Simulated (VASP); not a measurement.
Set up this calculation in VASP 6.6.1, as the native input.

```yaml
Task: band structure
Functional: LDA
Potentials_or_basis: VASP PAW LDA potentials, release 64 (Si)
Cutoff: 520 eV
k_mesh: 10 × 10 × 10
Occupations: gaussian, width 0.02 eV
Spin: no spin polarisation
Further_INCAR_settings: ALGO = Normal; EDIFF = 1e-06; NBANDS = 11
```

Si:

```xyz
2
Lattice="0.0000 2.7015 2.7015 2.7015 0.0000 2.7015 2.7015 2.7015 0.0000" Properties=species:S:1:pos:R:3 pbc="T T T"
Si    0.0000    0.0000    0.0000
Si    1.3508    1.3508    1.3508
```

The cell was built by a generator and needn't be a form met in nature.

The input as run:

POSCAR

```
Si                                      
1.0
    0.0000000000      2.7015084312      2.7015084312
    2.7015084312      0.0000000000      2.7015084312
    2.7015084312      2.7015084312      0.0000000000
  Si            
     2
Direct
     0.0000000000000000    0.0000000000000000    0.0000000000000000
     0.2500000000000000    0.2500000000000000    0.2500000000000000
```

INCAR.step1

```
PREC     = Accurate       # precision mode
ENCUT    = 520            # plane-wave cutoff, eV
EDIFF    = 1E-6           # SCF threshold, eV
ISMEAR   = 0              # smearing method
SIGMA    = 0.02           # smearing width, eV
LREAL    = F              # projectors in reciprocal space
LASPH    = T              # aspherical terms in the spheres
NELM     = 60             # most SCF steps
ALGO     = Normal         # electronic algorithm
ISIF     = 2              # what is computed and relaxed
LWAVE    = F              # write WAVECAR
LCHARG   = T              # write CHGCAR
NBANDS   = 11             # bands
```

KPOINTS.step1

```
regular mesh
0
Gamma
  10 10 10
```

INCAR.step2

```
PREC     = Accurate       # precision mode
ENCUT    = 520            # plane-wave cutoff, eV
EDIFF    = 1E-6           # SCF threshold, eV
ISMEAR   = 0              # smearing method
SIGMA    = 0.05           # smearing width, eV
LREAL    = F              # projectors in reciprocal space
LASPH    = T              # aspherical terms in the spheres
NELM     = 60             # most SCF steps
ALGO     = Normal         # electronic algorithm
ISIF     = 2              # what is computed and relaxed
LWAVE    = F              # write WAVECAR
LCHARG   = F              # write CHGCAR
NBANDS   = 11             # bands
ICHARG   = 11             # starting density
```

KPOINTS.step2

```
path GXWKGLUWLK,UX
10
line-mode
reciprocal
 0.0000000000  0.0000000000  0.0000000000  G
 0.5000000000  0.0000000000  0.5000000000  X

 0.5000000000  0.0000000000  0.5000000000  X
 0.5000000000  0.2500000000  0.7500000000  W

 0.5000000000  0.2500000000  0.7500000000  W
 0.3750000000  0.3750000000  0.7500000000  K

 0.3750000000  0.3750000000  0.7500000000  K
 0.0000000000  0.0000000000  0.0000000000  G

 0.0000000000  0.0000000000  0.0000000000  G
 0.5000000000  0.5000000000  0.5000000000  L

 0.5000000000  0.5000000000  0.5000000000  L
 0.6250000000  0.2500000000  0.6250000000  U

 0.6250000000  0.2500000000  0.6250000000  U
 0.5000000000  0.2500000000  0.7500000000  W

 0.5000000000  0.2500000000  0.7500000000  W
 0.5000000000  0.5000000000  0.5000000000  L

 0.5000000000  0.5000000000  0.5000000000  L
 0.3750000000  0.3750000000  0.7500000000  K

 0.6250000000  0.2500000000  0.6250000000  U
 0.5000000000  0.0000000000  0.5000000000  X
```

Potentials or basis: VASP PAW LDA potentials, release 64 (Si).

Command:

```console
$ cat potpaw_LDA.64/Si/POTCAR > POTCAR
$ cp INCAR.step1 INCAR
$ cp KPOINTS.step1 KPOINTS
$ mpirun -np 1 vasp_std > vasp.out
$ cp INCAR.step2 INCAR
$ cp KPOINTS.step2 KPOINTS
$ mpirun -np 1 vasp_std > vasp.out
```

It gave:

- Band gap on the k mesh: 0.45 eV, indirect (least direct gap 2.53 eV)
- Band gap along the path: 0.45 eV, indirect (least direct gap 2.53 eV)

Caveat: the log is that of the step along the path at fixed density, whose energy, stress, charges and moments have no meaning.

Run time: 13 s on 1 thread of Intel(R) Xeon(R) 6975P-C (Granite Rapids), on a shared host, peak memory 0.15 GiB.
